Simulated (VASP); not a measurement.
Computed with vdW-DF-cx, VASP's PBE PAW potentials (set 64) (plane waves; VASP).

A VASP calculation is set up with these files.

### POSCAR
```
KTaO3
1
    3.9984712568     0.0000000000     0.0000000000
   -0.0000000000     3.9984712568     0.0000000000
    0.0000000000    -0.0000000000     3.9984712568
K Ta O
1 1 3
Direct
  0.0000000000   0.0000000000   0.0000000000
  0.5000000000   0.5000000000   0.5000000000
  0.5000000000   0.0000000000   0.5000000000
  0.0000000000   0.5000000000   0.5000000000
  0.5000000000   0.5000000000   0.0000000000
```

File KPOINTS:
```
kpoints
0
G
6 6 6
```

**INCAR**
```
AGGAC  =  0.0
ALGO  =  Normal
EDIFF  =  1E-7
ENCUT  =  520
GGA  =  CX
ISIF  =  2
ISMEAR  =  -5
LASPH  =  .True.
LCHARG  =  .True.
LEFG  =  .True.
LMAXMIX  =  6
LORBIT  =  11
LREAL  =  .False.
LUSE_VDW  =  .True.
LWAVE  =  .False.
NEDOS  =  601
NELM  =  100
PREC  =  Accurate
SYSTEM  =  KTaO3
```

POTCAR, in this order: K_sv Ta_pv O (PBE.64 set). Program: vasp_std.

Output

File OUTCAR:
```
 ion  position               nearest neighbor table
   1  0.000  0.000  0.000-   3 2.83   4 2.83   5 2.83   3 2.83   4 2.83   4 2.83   5 2.83   4 2.83
                             3 2.83   5 2.83   3 2.83   5 2.83   2 3.46   2 3.46   2 3.46   2 3.46
   2  0.500  0.500  0.500-   3 2.00   4 2.00   5 2.00   5 2.00   3 2.00   4 2.00   1 3.46   1 3.46
                             1 3.46   1 3.46   1 3.46   1 3.46   1 3.46   1 3.46
   3  0.500  0.000  0.500-   2 2.00   2 2.00   1 2.83   1 2.83   1 2.83   1 2.83
   4  0.000  0.500  0.500-   2 2.00   2 2.00   1 2.83   1 2.83   1 2.83   1 2.83
   5  0.500  0.500  0.000-   2 2.00   2 2.00   1 2.83   1 2.83   1 2.83   1 2.83
  LATTYP: Found a simple cubic cell.
 ALAT       =     3.9984712568
 Subroutine PRICEL returns:
 Original cell was already a primitive cell.
 Subroutine GETGRP returns: Found 48 space group operations
The static configuration has the point symmetry O_h .
The dynamic configuration has the point symmetry O_h .
 Subroutine INISYM returns: Found 48 space group operations
 Subroutine IBZKPT returns following result:
 Found     20 irreducible k-points:

 Following reciprocal coordinates:
            Coordinates               Weight
  0.000000  0.000000  0.000000      1.000000
  0.166667  0.000000  0.000000      6.000000
  0.333333  0.000000  0.000000      6.000000
  0.500000  0.000000  0.000000      3.000000
  0.166667  0.166667  0.000000     12.000000
  0.333333  0.166667  0.000000     24.000000
  0.500000  0.166667  0.000000     12.000000
  0.333333  0.333333  0.000000     12.000000
  0.500000  0.333333  0.000000     12.000000
  0.500000  0.500000  0.000000      3.000000
  0.166667  0.166667  0.166667      8.000000
  0.333333  0.166667  0.166667     24.000000
  0.500000  0.166667  0.166667     12.000000
  0.333333  0.333333  0.166667     24.000000
  0.500000  0.333333  0.166667     24.000000
  0.500000  0.500000  0.166667      6.000000
  0.333333  0.333333  0.333333      8.000000
  0.500000  0.333333  0.333333     12.000000
  0.500000  0.500000  0.333333      6.000000
  0.500000  0.500000  0.500000      1.000000
   k-points           NKPTS =     20   k-points in BZ     NKDIM =     20   number of bands    NBANDS=     23
   number of dos      NEDOS =    601   number of ions     NIONS =      5
   total plane-waves  NPLWV =  27000
   dimension x,y,z NGX =    30 NGY =   30 NGZ =   30
   dimension x,y,z NGXF=    60 NGYF=   60 NGZF=   60
   ions per type =               1   1   3
   PREC   = accura    normal or accurate (medium, high low for compatibility)
   ISTART =      0    job   : 0-new  1-cont  2-samecut
   ICHARG =      2    charge: 1-file 2-atom 10-const
   ISPIN  =      1    spin polarized calculation?
   LNONCOLLINEAR =      F non collinear calculations
   LSORBIT =      F    spin-orbit coupling
   INIWAV =      1    electr: 0-lowe 1-rand  2-diag
   ENCUT  =  520.0 eV  38.22 Ry    6.18 a.u.   7.43  7.43  7.43*2*pi/ulx,y,z
   NELM   =    100;   NELMIN=  2; NELMDL= -5     # of ELM steps
   EDIFF  = 0.1E-06   stopping-criterion for ELM
   LREAL  =      F    real-space projection
   NLSPLINE    = F    spline interpolate recip. space projectors
   LMAXMIX     =    6 max onsite mixed and CHGCAR
   VOSKOWN=      0    Vosko Wilk Nusair interpolation
   EDIFFG = 0.1E-05   stopping-criterion for IOM
   NSW    =      0    number of steps for IOM
   NBLOCK =      1;   KBLOCK =      1    inner block; outer block
   IBRION =     -1    ionic relax: 0-MD 1-quasi-New 2-CG
   NFREE  =      0    steps in history (QN), initial steepest desc. (CG)
   ISIF   =      2    stress and relaxation
   ISYM   =      2    0-nonsym 1-usesym 2-fastsym
   TEIN   =    0.0    initial temperature
   TEBEG  =    0.0;   TEEND  =   0.0 temperature during run
   SMASS  =  -3.00    Nose mass-parameter (am)
   PSTRESS=    0.0 pullay stress
   NELECT =      38.0000    total number of electrons
   EFERMI =   0.00;   METHOD = LEGACY
   ISMEAR =    -5;   SIGMA  =   0.20  broadening in eV -4-tet -1-fermi 0-gaus
...
```

**OSZICAR**
```
       N       E                     dE             d eps       ncg     rms          rms(c)
DAV:   1     0.353711965112E+03    0.35371E+03   -0.21757E+04   920   0.168E+03
DAV:   2    -0.211901470799E+02   -0.37490E+03   -0.36890E+03  1154   0.457E+02
DAV:   3    -0.398496616499E+02   -0.18660E+02   -0.18613E+02  1158   0.100E+02
DAV:   4    -0.403157607499E+02   -0.46610E+00   -0.46589E+00  1637   0.137E+01
DAV:   5    -0.403181922757E+02   -0.24315E-02   -0.24313E-02  1165   0.940E-01    0.352E+01
DAV:   6    -0.323355747950E+02    0.79826E+01   -0.41342E+01  1124   0.451E+01    0.142E+01
DAV:   7    -0.321876511277E+02    0.14792E+00   -0.22773E+00  1219   0.102E+01    0.907E+00
DAV:   8    -0.321386506614E+02    0.49000E-01   -0.38569E-01  1184   0.536E+00    0.136E+00
DAV:   9    -0.321317533149E+02    0.68973E-02   -0.33777E-02  1296   0.126E+00    0.237E-01
DAV:  10    -0.321314220792E+02    0.33124E-03   -0.70458E-03  1257   0.656E-01    0.547E-02
DAV:  11    -0.321314942514E+02   -0.72172E-04   -0.34717E-04  1246   0.157E-01    0.435E-02
DAV:  12    -0.321315379704E+02   -0.43719E-04   -0.69243E-05  1356   0.626E-02    0.829E-03
DAV:  13    -0.321315377510E+02    0.21939E-06   -0.63636E-06  1304   0.151E-02    0.482E-03
DAV:  14    -0.321315376881E+02    0.62852E-07   -0.57757E-07  1202   0.607E-03
   1 F= -.32131538E+02 E0= -.32131538E+02  d E =0.000000E+00
```

OUTCAR:
```
------------------------ aborting loop because EDIFF is reached ----------------------------------------
  FORCE on cell =-STRESS in cart. coord.  units (eV):
  Direction    XX          YY          ZZ          XY          YZ          ZX
  --------------------------------------------------------------------------------------
  Total        0.0007461      0.0007461      0.0007461      0.0000000      0.0000000     -0.0000000
  in kB        0.0187005      0.0187005      0.0187005      0.0000000      0.0000000     -0.0000000
  external PRESSURE =       0.0187005 kB  Pullay stress =       0.0000000 kB
  volume of cell :       63.93
      direct lattice vectors                 reciprocal lattice vectors
     3.998471257  0.000000000  0.000000000     0.250095583  0.000000000  0.000000000
     0.000000000  3.998471257  0.000000000     0.000000000  0.250095583  0.000000000
     0.000000000  0.000000000  3.998471257     0.000000000  0.000000000  0.250095583
 POSITION                                       TOTAL-FORCE (eV/Angst)
 -----------------------------------------------------------------------------------
      0.00000      0.00000      0.00000         0.000000      0.000000      0.000000
      1.99924      1.99924      1.99924         0.000000      0.000000      0.000000
      1.99924      0.00000      1.99924         0.000000      0.000000      0.000000
      0.00000      1.99924      1.99924         0.000000      0.000000      0.000000
      1.99924      1.99924      0.00000         0.000000      0.000000      0.000000
 -----------------------------------------------------------------------------------
    total drift:                                0.000000      0.000000     -0.000000
  FREE ENERGIE OF THE ION-ELECTRON SYSTEM (eV)
  ---------------------------------------------------
  free  energy   TOTEN  =       -32.1315376881 eV

  energy  without entropy=      -32.1315376881  energy(sigma->0) =      -32.13153769

 total charge

# of ion       s       p       d       tot
------------------------------------------
    1        1.960   5.591   0.048   7.598
    2        0.343   6.351   2.051   8.745
    3        1.556   3.508   0.000   5.064
    4        1.556   3.508   0.000   5.064
    5        1.556   3.508   0.000   5.064
--------------------------------------------------
tot          6.972  22.465   2.098  31.535

 Electric field gradients after diagonalization (V/A^2)
 (convention: |V_zz| > |V_xx| > |V_yy|)
----------------------------------------------------------------------
 ion       V_xx      V_yy      V_zz     asymmetry (V_yy - V_xx)/ V_zz
----------------------------------------------------------------------
   1       0.000     0.000     0.000      -0.206
   2      -0.000    -0.000     0.000       0.069
   3      -9.409    -9.409    18.818       0.000
   4      -9.409    -9.409    18.818       0.000
   5      -9.409    -9.409    18.818       0.000
```
(Selected blocks of OUTCAR.)

The compound is KTaO3 in the cubic perovskite structure. It was relaxed first.
